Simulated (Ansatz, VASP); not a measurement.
# Si2Mo in two plane-wave programs

One calculation is typed for both programs; each brings its own data sets. How far apart do they land? The cell is taken from a series of runs on this material, whose earlier steps may have relaxed, scaled, displaced or heated it; both programs get it as it stands.

Method: plane waves, with VASP 6.6.1 beside it; zone-centre phonons at PBEsol, in Ansatz 0.2.0.

### 1. Set-up

It takes space group I4/mmm (No. 139, tetragonal). The conventional cell has a = 3.185 Å, b = 3.185 Å, c = 7.899 Å, α = 90.00°, β = 90.00°, γ = 90.00°. Si has 5 Mo at 2.60 to 2.65 Å and 5 Si at 2.60 to 2.62 Å nearest. Nearest to Mo lie 10 Si at 2.60 to 2.65 Å. Farther neighbours are not listed.

### 2. VASP: zone-centre phonons, PBEsol

Second derivatives magnify differences that forces hide, and they need a tight electronic threshold.

Lines of VASP's logs that name or quote its potential files are left out, and so is its time.

The input, INCAR:

```
SYSTEM = Si2Mo
PREC = Accurate
ENCUT = 500
EDIFF = 1E-08
NELM = 120
ISMEAR = 1
SIGMA = 0.2
LREAL = .FALSE.
ALGO = Normal
GGA = PS
NBANDS = 17
LASPH = .TRUE.
LORBIT = 11
LWAVE = .FALSE.
LCHARG = .FALSE.
ISIF = 2
IBRION = 8
GGA_COMPAT = .FALSE.
KPAR = 2
```

The input, POSCAR:

```
Si2Mo
1.0
   -1.5924391327      1.5924391327      3.9493874495
    1.5924391327     -1.5924391327      3.9493874495
    1.5924391327      1.5924391327     -3.9493874495
Si Mo
2 1
Direct
    0.3353196908      0.3353196908      0.0000000000
    0.6646803092      0.6646803092      0.0000000000
    0.0000000000      0.0000000000      0.0000000000
```

The input, KPOINTS:

```
Automatic mesh
0
Gamma
20 20 20
0 0 0
```

Potentials, in the order of the species: Si and Mo_sv (PBE family, release 64).

On the command line:

```
> mpirun -np 2 vasp_std
```

Numbers of over 12 decimals in the logs are rounded to 6 here.

What it wrote:

```text
[banner, memory and clock lines left out]
running    2 mpi-ranks, on    1 nodes
 distrk:  each k-point on    1 cores,    2 groups
 distr:  one band on    1 cores,    1 groups

 POSCAR found type information on POSCAR SiMo
 POSCAR found :  2 types and       3 ions
|                                                                             |
|               ----> ADVICE to this user running VASP <----                  |
|                                                                             |
|     You enforced a specific xc type in the INCAR file but a different       |
|     [... a line on the potential file left out ...]
|     I HOPE YOU KNOW WHAT YOU ARE DOING!                                     |
|                                                                             |

 LDA part: xc-table for (Slater+PW92), standard interpolation
 POSCAR, INCAR and KPOINTS ok, starting setup
 FFT: planning ... GRIDC
 FFT: planning ... GRID_SOFT
 FFT: planning ... GRID
 WAVECAR not read
 entering main loop
       N       E                     dE             d eps       ncg     rms          rms(c)
DAV:   1     0.114616029315E+03    0.11462E+03   -0.11146E+04 21826   0.119E+03
DAV:   2    -0.232850327048E+02   -0.13790E+03   -0.13556E+03 26892   0.303E+02
DAV:   3    -0.260252201538E+02   -0.27402E+01   -0.27171E+01 27045   0.385E+01
DAV:   4    -0.260397826359E+02   -0.14562E-01   -0.14548E-01 26975   0.312E+00
DAV:   5    -0.260398802304E+02   -0.97594E-04   -0.97585E-04 27023   0.257E-01    0.228E+01
DAV:   6    -0.252512034077E+02    0.78868E+00   -0.62838E+00 23467   0.165E+01    0.496E+00
DAV:   7    -0.251166115806E+02    0.13459E+00   -0.96333E-01 22942   0.594E+00    0.468E+00
DAV:   8    -0.250752485632E+02    0.41363E-01   -0.11843E-01 23765   0.256E+00    0.461E-01
DAV:   9    -0.250741222696E+02    0.11263E-02   -0.23024E-03 27441   0.383E-01    0.240E-01
DAV:  10    -0.250740100468E+02    0.11222E-03   -0.60629E-04 24538   0.212E-01    0.614E-02
DAV:  11    -0.250739976773E+02    0.12369E-04   -0.19528E-04 23917   0.104E-01    0.407E-02
DAV:  12    -0.250739940856E+02    0.35918E-05   -0.25566E-05 23336   0.365E-02    0.808E-03
DAV:  13    -0.250739937325E+02    0.35309E-06   -0.67826E-07 24382   0.744E-03    0.211E-03
DAV:  14    -0.250739936180E+02    0.11453E-06   -0.32188E-08 21654   0.113E-03    0.703E-04
DAV:  15    -0.250739935920E+02    0.25933E-07   -0.19999E-09 11926   0.356E-04    0.757E-04
DAV:  16    -0.250739936020E+02   -0.99467E-08   -0.36022E-10 11695   0.153E-04
   1 F= -.25073994E+02 E0= -.25074259E+02  d E =0.796703E-03
 Linear response reoptimize wavefunctions to high precision
DAV:   1    -0.250739936024E+02   -0.45884E-09   -0.33293E-11 11787   0.474E-05
DAV:   2    -0.250739936024E+02    0.10004E-10   -0.41704E-12 11523   0.184E-05
 Linear response DOF=           4
 Linear response progress:
  Degree of freedom:   1/  4
       N       E                     dE             d eps       ncg     rms          rms(c)
RMM:   1    -0.203710836443E-01   -0.20371E-01   -0.13757E-02177723   0.878E-01
RMM:   2    -0.161695993998E-01    0.42015E-02   -0.13168E-03114949   0.224E-01    0.885E-02
RMM:   3    -0.162462249509E-01   -0.76626E-04   -0.15623E-04114764   0.625E-02    0.476E-02
RMM:   4    -0.163957207656E-01   -0.14950E-03   -0.95797E-05118844   0.467E-02    0.986E-03
RMM:   5    -0.163814555831E-01    0.14265E-04   -0.12586E-06121540   0.121E-02    0.172E-03
RMM:   6    -0.163841209949E-01   -0.26654E-05   -0.25567E-07122655   0.247E-03    0.620E-04
RMM:   7    -0.163823553126E-01    0.17657E-05    0.85268E-08127610   0.741E-04    0.144E-04
RMM:   8    -0.163829605627E-01   -0.60525E-06    0.34347E-08128575   0.187E-04    0.418E-05
RMM:   9    -0.163829874519E-01   -0.26889E-07    0.53778E-08126358   0.573E-05    0.155E-05
RMM:  10    -0.163829982092E-01   -0.10757E-07    0.54433E-08129796   0.263E-05    0.497E-06
RMM:  11    -0.163830177846E-01   -0.19575E-07    0.45224E-08125727   0.193E-05    0.112E-06
RMM:  12    -0.163830172919E-01    0.49269E-09    0.47599E-08120932   0.128E-05    0.290E-07
 first order change of Fermi-energy   0.18530E-04
 force on displaced ion       1 direction 1 :  -8.201  -0.000   0.000
 Linear response progress:
  Degree of freedom:   2/  4
       N       E                     dE             d eps       ncg     rms          rms(c)
RMM:   1    -0.294122615235E-01   -0.29412E-01   -0.49014E-03 53554   0.110E+00
RMM:   2    -0.224535583126E-01    0.69587E-02   -0.23162E-03 36362   0.290E-01    0.145E-01
RMM:   3    -0.224477629537E-01    0.57954E-05   -0.60615E-04 33798   0.122E-01    0.114E-01
RMM:   4    -0.224912313185E-01   -0.43468E-04   -0.83163E-05 34709   0.612E-02    0.434E-02
RMM:   5    -0.225467421518E-01   -0.55511E-04   -0.16830E-05 37674   0.236E-02    0.157E-02
RMM:   6    -0.225495439927E-01   -0.28018E-05   -0.40340E-06 36694   0.777E-03    0.261E-03
RMM:   7    -0.225482776630E-01    0.12663E-05    0.62839E-07 37644   0.212E-03    0.609E-04
RMM:   8    -0.225476133515E-01    0.66431E-06   -0.19233E-07 36562   0.810E-04    0.320E-04
RMM:   9    -0.225480573069E-01   -0.44396E-06   -0.10122E-08 37065   0.326E-04    0.437E-05
RMM:  10    -0.225481615252E-01   -0.10422E-06    0.10824E-08 40338   0.109E-04    0.185E-05
RMM:  11    -0.225481772146E-01   -0.15689E-07   -0.17038E-08 38108   0.318E-05    0.327E-06
RMM:  12    -0.225481726263E-01    0.45882E-08   -0.21108E-08 41217   0.165E-05    0.173E-06
 first order change of Fermi-energy  -0.10502E+00
 force on displaced ion       1 direction 3 :  -0.000  -0.000 -12.411
 Linear response progress:
  Degree of freedom:   3/  4
       N       E                     dE             d eps       ncg     rms          rms(c)
RMM:   1    -0.781349472113E+00   -0.78135E+00    0.42406E+00 42951   0.219E+01
RMM:   2    -0.583119861679E+00    0.19823E+00   -0.28598E-01 60546   0.369E+00    0.161E-01
RMM:   3    -0.582660346556E+00    0.45952E-03   -0.45775E-03 77743   0.486E-01    0.890E-02
RMM:   4    -0.581693343876E+00    0.96700E-03   -0.40908E-04 83884   0.150E-01    0.252E-02
RMM:   5    -0.581560146602E+00    0.13320E-03   -0.45588E-05 90906   0.408E-02    0.938E-03
RMM:   6    -0.581573251924E+00   -0.13105E-04   -0.55191E-06 81146   0.136E-02    0.122E-03
RMM:   7    -0.581574580956E+00   -0.13290E-05   -0.14744E-06 91944   0.463E-03    0.597E-04
RMM:   8    -0.581577485442E+00   -0.29045E-05   -0.25511E-07 86345   0.159E-03    0.275E-04
RMM:   9    -0.581581499991E+00   -0.40145E-05   -0.10815E-07 84911   0.845E-04    0.351E-05
RMM:  10    -0.581581662024E+00   -0.16203E-06   -0.49929E-08 90336   0.398E-04    0.179E-05
RMM:  11    -0.581582018526E+00   -0.35650E-06   -0.47709E-08 88205   0.228E-04    0.694E-06
RMM:  12    -0.581582145269E+00   -0.12674E-06   -0.36322E-08 90898   0.133E-04    0.239E-06
RMM:  13    -0.581582087001E+00    0.58269E-07   -0.24152E-08 84037   0.891E-05    0.221E-06
RMM:  14    -0.581582079026E+00    0.79744E-08   -0.14649E-08 86321   0.670E-05    0.321E-06
 first order change of Fermi-energy  -0.10166E-02
 force on displaced ion       3 direction 1 : -10.100  -0.000  -0.000
 Linear response progress:
  Degree of freedom:   4/  4
       N       E                     dE             d eps       ncg     rms          rms(c)
RMM:   1    -0.823709600240E+00   -0.82371E+00    0.46390E+00 23279   0.224E+01
RMM:   2    -0.627150766597E+00    0.19656E+00   -0.29637E-01 33213   0.375E+00    0.172E-01
RMM:   3    -0.626236681021E+00    0.91409E-03   -0.45758E-03 41190   0.498E-01    0.884E-02
RMM:   4    -0.625006411441E+00    0.12303E-02   -0.59737E-04 43266   0.171E-01    0.264E-02
RMM:   5    -0.624814543047E+00    0.19187E-03   -0.65344E-05 48945   0.463E-02    0.141E-02
RMM:   6    -0.624699687143E+00    0.11486E-03   -0.83730E-06 49550   0.159E-02    0.377E-03
RMM:   7    -0.624711796672E+00   -0.12110E-04   -0.15234E-06 44672   0.643E-03    0.606E-04
RMM:   8    -0.624714390793E+00   -0.25941E-05   -0.30252E-07 50820   0.219E-03    0.374E-04
RMM:   9    -0.624716102496E+00   -0.17117E-05   -0.16403E-07 48870   0.779E-04    0.232E-04
RMM:  10    -0.624718601479E+00   -0.24990E-05   -0.26695E-08 46880   0.487E-04    0.259E-05
RMM:  11    -0.624718295035E+00    0.30644E-06   -0.26184E-08 48544   0.225E-04    0.126E-05
RMM:  12    -0.624718210086E+00    0.84948E-07   -0.33294E-08 49343   0.128E-04    0.417E-06
RMM:  13    -0.624718268859E+00   -0.58773E-07   -0.38925E-08 48474   0.896E-05    0.219E-06
RMM:  14    -0.624718328367E+00   -0.59508E-07   -0.25900E-08 47533   0.709E-05    0.734E-07
RMM:  15    -0.624718355101E+00   -0.26734E-07   -0.32142E-08 49460   0.600E-05    0.579E-07
RMM:  16    -0.624718336637E+00    0.18464E-07   -0.17249E-08 40407   0.542E-05    0.350E-07
RMM:  17    -0.624718343285E+00   -0.66485E-08   -0.31913E-08 32485   0.509E-05    0.170E-07
 first order change of Fermi-energy   0.54868E-03
 force on displaced ion       3 direction 3 :   0.000   0.000 -12.366
 Linear response finished
```

From OUTCAR (step 2):

```text
ion  position               nearest neighbor table
   1  0.335  0.335  0.000-   3 2.60   3 2.60   3 2.60   3 2.60   2 2.60   2 2.62   2 2.62   2 2.62
                             2 2.62   3 2.65
   2  0.665  0.665  0.000-   3 2.60   3 2.60   3 2.60   3 2.60   1 2.60   1 2.62   1 2.62   1 2.62
                             1 2.62   3 2.65
   3  0.000  0.000  0.000-   2 2.60   2 2.60   2 2.60   1 2.60   2 2.60   1 2.60   1 2.60   1 2.60
                             1 2.65   2 2.65

  LATTYP: Found a body centered tetragonal cell.
 ALAT       =     3.1848782654
 C/A-ratio  =     2.4800869110

 Subroutine GETGRP returns: Found 16 space group operations
 (whereof 16 operations were pure point group operations)

The static configuration has the point symmetry D_4h.

 Found    641 irreducible k-points:

   k-points           NKPTS =    641   k-points in BZ     NKDIM =    641   number of bands    NBANDS=     17

   dimension x,y,z NGX =    36 NGY =   36 NGZ =   36
   dimension x,y,z NGXF=    72 NGYF=   72 NGZF=   72

   ENCUT  =  500.0 eV  36.75 Ry    6.06 a.u.   8.29  8.29  8.29*2*pi/ulx,y,z

   NELECT =      22.0000    total number of electrons

 k-points in reciprocal lattice and weights: Automatic mesh
   0.00000000  0.00000000  0.00000000       0.000
   0.05000000  0.00000000 -0.00000000       0.001
   0.10000000 -0.00000000  0.00000000       0.001
   0.15000000  0.00000000  0.00000000       0.001
   0.20000000 -0.00000000  0.00000000       0.001
   0.25000000 -0.00000000  0.00000000       0.001
   0.30000000  0.00000000  0.00000000       0.001
   0.35000000 -0.00000000  0.00000000       0.001
   0.40000000  0.00000000 -0.00000000       0.001
[...]
-0.45000000 -0.45000000  0.45000000       0.000
   0.50000000  0.50000000  0.50000000       0.000

 average (electrostatic) potential at core
       1 -77.1582       2 -77.1582       3 -68.8790

  Total        0.0865284      0.0865284     -1.0884580      0.0000000      0.0000000      0.0000000
  in kB        3.4606208      3.4606208    -43.5318200      0.0000000      0.0000000      0.0000000
  external PRESSURE =     -12.2035261 kB  Pullay stress =       0.0000000 kB

  energy-cutoff  :      500.00
  volume of cell :       40.06
      direct lattice vectors                 reciprocal lattice vectors
    -1.592439133  1.592439133  3.949387450     0.000000000  0.313983743  0.126601911
     1.592439133 -1.592439133  3.949387450     0.313983743  0.000000000  0.126601911
     1.592439133  1.592439133 -3.949387450     0.313983743  0.313983743  0.000000000

 POSITION                                       TOTAL-FORCE (eV/Angst)
 -----------------------------------------------------------------------------------
      0.00000      0.00000      2.64861        -0.000000     -0.000000     -0.005422
      0.00000      0.00000      5.25016         0.000000      0.000000      0.005422
      0.00000      0.00000      0.00000        -0.000000     -0.000000      0.000000
 -----------------------------------------------------------------------------------
    total drift:                                0.000000      0.000000      0.000000

 Eigenvectors and eigenvalues of the dynamical matrix
 ----------------------------------------------------

   1 f  =   12.736034 THz    80.022862 2PiTHz  424.828368 cm-1    52.671981 meV
             X         Y         Z           dx          dy          dz
      0.000000  0.000000  2.648615     0.000000    0.000000   -0.707107
      0.000000  0.000000  5.250160    -0.000000   -0.000000    0.707107
      0.000000  0.000000  0.000000    -0.000000    0.000000    0.000000

   2 f  =    9.940176 THz    62.455971 2PiTHz  331.568598 cm-1    41.109248 meV
             X         Y         Z           dx          dy          dz
      0.000000  0.000000  2.648615    -0.113234   -0.697981   -0.000000
      0.000000  0.000000  5.250160     0.113234    0.697981    0.000000
      0.000000  0.000000  0.000000    -0.000000    0.000000    0.000000

   3 f  =    9.940176 THz    62.455971 2PiTHz  331.568598 cm-1    41.109248 meV
             X         Y         Z           dx          dy          dz
      0.000000  0.000000  2.648615    -0.697981    0.113234    0.000000
      0.000000  0.000000  5.250160     0.697981   -0.113234   -0.000000
      0.000000  0.000000  0.000000     0.000000   -0.000000   -0.000000

   4 f  =    9.235989 THz    58.031428 2PiTHz  308.079418 cm-1    38.196963 meV
             X         Y         Z           dx          dy          dz
      0.000000  0.000000  2.648615    -0.000000   -0.000000   -0.561567
      0.000000  0.000000  5.250160    -0.000000   -0.000000   -0.561567
      0.000000  0.000000  0.000000    -0.000000    0.000000    0.607689

   5 f  =    8.345452 THz    52.436022 2PiTHz  278.374317 cm-1    34.514001 meV
             X         Y         Z           dx          dy          dz
      0.000000  0.000000  2.648615    -0.000000   -0.561506    0.000000
      0.000000  0.000000  5.250160    -0.000000   -0.561506    0.000000
      0.000000  0.000000  0.000000     0.000000    0.607802   -0.000000

   6 f  =    8.345452 THz    52.436022 2PiTHz  278.374317 cm-1    34.514001 meV
             X         Y         Z           dx          dy          dz
      0.000000  0.000000  2.648615     0.561506   -0.000000    0.000000
      0.000000  0.000000  5.250160     0.561506   -0.000000    0.000000
      0.000000  0.000000  0.000000    -0.607802    0.000000   -0.000000

   7 f/i=    0.000132 THz     0.000832 2PiTHz    0.004418 cm-1     0.000548 meV
             X         Y         Z           dx          dy          dz
      0.000000  0.000000  2.648615     0.000000   -0.000000    0.429701
      0.000000  0.000000  5.250160     0.000000   -0.000000    0.429701
      0.000000  0.000000  0.000000     0.000000   -0.000000    0.794175

   8 f/i=    0.001305 THz     0.008197 2PiTHz    0.043516 cm-1     0.005395 meV
             X         Y         Z           dx          dy          dz
      0.000000  0.000000  2.648615     0.406075   -0.140765   -0.000000
      0.000000  0.000000  5.250160     0.406075   -0.140765   -0.000000
      0.000000  0.000000  0.000000     0.750288   -0.260086   -0.000000

   9 f/i=    0.001305 THz     0.008197 2PiTHz    0.043516 cm-1     0.005395 meV
             X         Y         Z           dx          dy          dz
      0.000000  0.000000  2.648615     0.140765    0.406075    0.000000
      0.000000  0.000000  5.250160     0.140765    0.406075    0.000000
      0.000000  0.000000  0.000000     0.260086    0.750288    0.000000

 ELASTIC MODULI CONTR FROM IONIC RELAXATION (kBar)
 Direction    XX          YY          ZZ          XY          YZ          ZX
 --------------------------------------------------------------------------------
 XX         -14.4424    -14.4424    -33.2878      0.0000     -0.0000      0.0000
 YY         -14.4424    -14.4424    -33.2878      0.0000     -0.0000      0.0000
 ZZ         -33.2878    -33.2878    -76.7241      0.0000     -0.0000      0.0000
 XY           0.0000      0.0000      0.0000      0.0000      0.0000      0.0000
 YZ          -0.0000     -0.0000     -0.0000      0.0000    -30.4681      0.0000
 ZX           0.0000      0.0000      0.0000      0.0000      0.0000    -11.3157
 --------------------------------------------------------------------------------
```

[end of part 1 of 2]

[Lines on the potential files, build, host, timing and source positions are cut from VASP's logs without a mark.]

[Logs are printed without paths, hosts, clocks, repeated set-up lines and the standing remarks that a program may print on its own settings, such as how far it seeks lower states.]

[Hosts, paths, dates, database ids (printed as entryN), source tags and the programs' standing remarks are cut or masked in the printed files.]
